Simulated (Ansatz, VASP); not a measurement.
# Mo (free-standing triangular Mo monolayer, spacing 3.069 A): VASP beside Ansatz, part 2 of 2

Wanted: the spread between two codes on one cell, functional and k mesh. The cell is taken from a series of runs on this material, whose earlier steps may have relaxed, scaled, displaced or heated it; both programs get it as it stands.

VASP 6.6.1 and Ansatz 0.2.0.

So far: Set-up; Ansatz: single point, PBE, pair 1; VASP: single point, PBE, pair 1.

### 3. VASP: single point, PBE, pair 1 (continued)

Level of this step: PBE, spin-polarised from a ferromagnetic start; plane waves and PAW (Mo_sv) (VASP).

Numbers of over 12 decimals in the logs are rounded to 6 here.

From OUTCAR (step 3):

```text
ion  position               nearest neighbor table
   1  0.000  0.000  0.500-

  LATTYP: Found a hexagonal cell.
 ALAT       =     3.0690000000
 C/A-ratio  =     4.5617464972

 Subroutine GETGRP returns: Found 24 space group operations
 (whereof 24 operations were pure point group operations)

The static configuration has the point symmetry D_6h.

 Found      8 irreducible k-points:

   k-points           NKPTS =      8   k-points in BZ     NKDIM =      8   number of bands    NBANDS=     14

   dimension x,y,z NGX =    20 NGY =   20 NGZ =   96
   dimension x,y,z NGXF=    40 NGYF=   40 NGZF=  192

   ENCUT  =  400.0 eV  29.40 Ry    5.42 a.u.   5.00  5.00 22.83*2*pi/ulx,y,z

   NELECT =      14.0000    total number of electrons

 k-points in reciprocal lattice and weights: Automatic mesh
   0.00000000  0.00000000  0.00000000       0.020
   0.14285714  0.00000000  0.00000000       0.122
   0.28571429  0.00000000  0.00000000       0.122
   0.42857143  0.00000000  0.00000000       0.122
   0.14285714  0.14285714  0.00000000       0.122
   0.28571429  0.14285714  0.00000000       0.245
   0.42857143  0.14285714  0.00000000       0.122
   0.28571429  0.28571429  0.00000000       0.122

 average (electrostatic) potential at core
       1 -84.0348

 E-fermi :  -2.3968

 spin component 1
 k-point     1 :       0.0000    0.0000    0.0000
  band No.  band energies     occupation
    ...
      4     -37.3602      1.00000
      5      -6.6276      1.00000
      6      -3.8424      1.00000
      7      -2.8338      0.98751
      8      -2.8338      0.98751
      9      -1.5432      0.00020
     10      -1.1048      0.00000
     11      -1.1048      0.00000
     12       2.0506      0.00000
     13       2.9847      0.00000
    ...

 k-point     2 :       0.1429    0.0000    0.0000
  band No.  band energies     occupation
    ...
      4     -37.3802      1.00000
      5      -6.0331      1.00000
      6      -3.6382      1.00000
      7      -3.1545      0.99949
      8      -2.5116      0.75929
      9      -2.3903      0.48392
     10      -1.2168      0.00001
     11      -0.0505      0.00000
     12       2.4596      0.00000
     13       3.5170      0.00000
    ...

 k-point     3 :       0.2857    0.0000    0.0000
  band No.  band energies     occupation
    ...
      4     -37.4247      1.00000
      5      -5.0588      1.00000
      6      -3.4561      0.99997
      7      -3.1304      0.99935
      8      -2.9997      0.99760
      9      -1.4575      0.00008
     10      -1.2305      0.00001
     11       1.4303      0.00000
     12       3.6824      0.00000
     13       4.9274      0.00000
    ...

 k-point     4 :       0.4286    0.0000    0.0000
  band No.  band energies     occupation
    ...
      3     -37.7742      1.00000
      4     -37.4602      1.00000
      5      -5.1912      1.00000
      6      -3.9868      1.00000
      7      -2.6499      0.92632
      8      -1.6404      0.00052
      9      -0.8611      0.00000
     10      -0.0311      0.00000
     11       3.1468      0.00000
     12       4.7949      0.00000
    ...

 k-point     5 :       0.1429    0.1429    0.0000
  band No.  band energies     occupation
    ...
      4     -37.4249      1.00000
      5      -5.0152      1.00000
      6      -3.6274      1.00000
      7      -3.2771      0.99985
      8      -3.1840      0.99962
      9      -1.5055      0.00013
     10      -1.4056      0.00005
     11       1.0481      0.00000
     12       3.2783      0.00000
     13       4.4955      0.00000
    ...

 k-point     6 :       0.2857    0.1429    0.0000
  band No.  band energies     occupation
    ...
      4     -37.4887      1.00000
      5      -4.5499      1.00000
      6      -3.7061      1.00000
      7      -2.9427      0.99576
      8      -2.7208      0.96232
      9      -1.9319      0.00949
     10       0.3434      0.00000
     11       2.7318      0.00000
     12       4.9166      0.00000
     13       6.2289      0.00000
    ...

  Total       -5.9648482     -5.9648483     -0.1024544      0.0000000      0.0000000     -0.0000000
  in kB      -83.6869087    -83.6869110     -1.4374373      0.0000000      0.0000000     -0.0000000
  external PRESSURE =     -56.2704190 kB  Pullay stress =       0.0000000 kB

  energy-cutoff  :      400.00
  volume of cell :      114.20
      direct lattice vectors                 reciprocal lattice vectors
     3.069000000  0.000000000  0.000000000     0.325839036  0.188123252  0.000000000
    -1.534500000  2.657832000  0.000000000     0.000000000  0.376246505  0.000000000
     0.000000000  0.000000000 14.000000000     0.000000000  0.000000000  0.071428571

 POSITION                                       TOTAL-FORCE (eV/Angst)
 -----------------------------------------------------------------------------------
      0.00000      0.00000      7.00000        -0.000000      0.000000      0.000000
 -----------------------------------------------------------------------------------
    total drift:                               -0.000000      0.000000      0.000000

  FREE ENERGIE OF THE ION-ELECTRON SYSTEM (eV)
  ---------------------------------------------------
  free  energy   TOTEN  =        -7.1292627043 eV

  energy  without entropy=       -7.0344493760  energy(sigma->0) =       -7.08185604

 total charge
# of ion       s       p       d       tot
------------------------------------------
    1        2.313   6.033   3.672  12.017

 magnetization (x)
# of ion       s       p       d       tot
------------------------------------------
    1        0.060   0.029   1.133   1.222

[... 6 further parts left out ...]
```

### 4. Side by side

Known differences besides the potentials themselves: VASP starts from the moments at which Ansatz ended; the cutoff is 420 eV in Ansatz and 400 eV in VASP; site moments are counted in spheres of each program's own size. Total energies have different zeros and are not compared.

Both answers:

```csv
quantity,Ansatz,VASP,difference
total moment (μB),1.66,1.67,-0.01
moment on Mo1 (μB),1.23,1.22,0.00
```

With vacuum in the cell, a pressure given here is an average over mostly empty space and none of the material.

### 5. Ansatz: single point, PBE, pair 2

A single point gives forces, pressure and levels at one fixed geometry, so differences don't come from the geometry; what else differs is listed under the comparison.

The cell is taken from a series of runs on this material, whose earlier steps may have relaxed, scaled, displaced or heated it; both programs get it as it stands.

Input file input.yaml:

```yaml
crystal:
  lattice:
    - [3.069, 0.0, 0.0]
    - [-1.5345, 2.657832, 0.0]
    - [0.0, 0.0, 14.0]
  atoms:
    - { symbol: Mo, position: [0.0, 0.0, 0.5], spin: 1.23 }
magnetization:
  spin_polarized: true
kpoints:
  mp_grid: { grid: [20, 20, 1] }
hamiltonian:
  xc: pbe
  pseudopotentials: { kind: paw, azcp: { folder: soft_1 } }
scf:
  occupations: { method: fermi_dirac, width: 0.1 }
  max_iter: 120
  convergence: { dr2_threshold: 1.0e-08 }
  lower_state_search: "off"
basis:
  ecutwfc: 420.0
checkpoint:
  read: start
  write: ck
  compress: false
  write_wavefunctions: false
  write_every: 100000
```

Launch:

```
> ansatz run input.yaml --threads 4 --pin off --max-ram 8192MiB --backend cpu --events-out ev --progress --plain --runs-dir out
```

What it wrote:

```text
[...]
SCF converged after 8 iterations
Magnetization: 1.4220 μB (7.7110 up, 6.2890 down)
Absolute magnetization: 1.4221 μB (∫|ρ↑−ρ↓|, with the PAW one-centre terms)
[...]
Per-site moments (μB) at R_I (Å): [(1.062951, 1.265963)]
Free energy (F): -4952.252325 eV
[...]
Internal energy: -4952.169256 eV  (E = F + TS)
E sigma→0 (E₀):  -4952.210790 eV
Entropy (-TS):   -0.083069 eV (-83.069 meV/atom)
Fermi energy:    -1.187797 eV
[...]
```

### 6. VASP: single point, PBE, pair 2

The same cell, functional, mesh and smearing now go to VASP, with its own data sets.

Input file INCAR:

```
SYSTEM = Mo
PREC = Accurate
ENCUT = 400
EDIFF = 1E-06
NELM = 200
ISMEAR = -1
SIGMA = 0.1
LREAL = .FALSE.
ALGO = Normal
GGA = PE
NBANDS = 14
ISPIN = 2
MAGMOM = 1.06
LASPH = .TRUE.
LMAXMIX = 4
LORBIT = 11
LWAVE = .FALSE.
LCHARG = .FALSE.
ISIF = 2
GGA_COMPAT = .FALSE.
```

Input file POSCAR:

```
Mo
1.0
    3.0690000000      0.0000000000      0.0000000000
   -1.5345000000      2.6578320000      0.0000000000
    0.0000000000      0.0000000000     14.0000000000
Mo
1
Direct
    0.0000000000      0.0000000000      0.5000000000
```

Input file KPOINTS:

```
Automatic mesh
0
Gamma
20 20 1
0 0 0
```

PAW data sets: Mo_sv (PBE family, release 64).

Launch:

```
> mpirun -np 1 vasp_std
```

What it wrote:

```text
[... set-up lines as in an earlier step ...]
 entering main loop
       N       E                     dE             d eps       ncg     rms          rms(c)
DAV:   1     0.362773102335E+02    0.36277E+02   -0.75611E+03  3624   0.604E+02
DAV:   2    -0.634545253708E+01   -0.42623E+02   -0.40083E+02  3184   0.157E+02
DAV:   3    -0.768762551008E+01   -0.13422E+01   -0.12567E+01  2790   0.209E+01
DAV:   4    -0.770329561337E+01   -0.15670E-01   -0.15649E-01  2686   0.228E+00
[...]
DAV:  21    -0.715049128036E+01   -0.90045E-05   -0.61077E-07  2286   0.444E-03    0.363E-04
DAV:  22    -0.715049326809E+01   -0.19877E-05   -0.10082E-07  2146   0.180E-03    0.200E-04
DAV:  23    -0.715049418065E+01   -0.91256E-06   -0.33101E-08  1912   0.106E-03
   1 F= -.71504942E+01 E0= -.71091162E+01  d E =-.827559E-01  mag=     1.4256
```

From OUTCAR (step 6):

```text
  Total       -6.1412331     -6.1412333     -0.1012387      0.0000000      0.0000000      0.0000000
  in kB      -86.1615924    -86.1615947     -1.4203809      0.0000000      0.0000000      0.0000000
  external PRESSURE =     -57.9145227 kB  Pullay stress =       0.0000000 kB

 POSITION                                       TOTAL-FORCE (eV/Angst)
 -----------------------------------------------------------------------------------
      0.00000      0.00000      7.00000         0.000000      0.000000      0.000000
 -----------------------------------------------------------------------------------
    total drift:                               -0.000000      0.000000      0.000000

  FREE ENERGIE OF THE ION-ELECTRON SYSTEM (eV)
  ---------------------------------------------------
  free  energy   TOTEN  =        -7.1504941807 eV

  energy  without entropy=       -7.0677383027  energy(sigma->0) =       -7.10911624

 magnetization (x)
# of ion       s       p       d       tot
------------------------------------------
    1        0.046   0.018   1.000   1.064

[... 1 part as in an earlier step ...]

[... 2 further parts left out ...]
[key lines of the parts left out:]
E-fermi :  -2.3534
```

### 7. Differences

The two programs side by side:

```csv
quantity,Ansatz,VASP,difference
total moment (μB),1.42,1.43,0.00
moment on Mo1 (μB),1.06,1.06,0.00
```

With vacuum in the cell, a pressure given here is an average over mostly empty space and none of the material.

### 8. Summary of results

```
difference in total moment (single point, PBE, pair 1) : -0.0077 μB
difference in total moment (single point, PBE, pair 2) : -0.0036 μB
```

The difference in total moment is -0.0077 μB (single point, PBE, pair 1). Such differences can come from data sets, numerical settings and the points named under the comparisons, not from the functional's error against experiment.

[Lines on the potential files, build, host, timing and source positions are cut from VASP's logs without a mark.]

[Logs are printed without paths, hosts, clocks, repeated set-up lines and the standing remarks that a program may print on its own settings, such as how far it seeks lower states.]

[Hosts, paths, dates, database ids (printed as entryN), source tags and the programs' standing remarks are cut or masked in the printed files.]
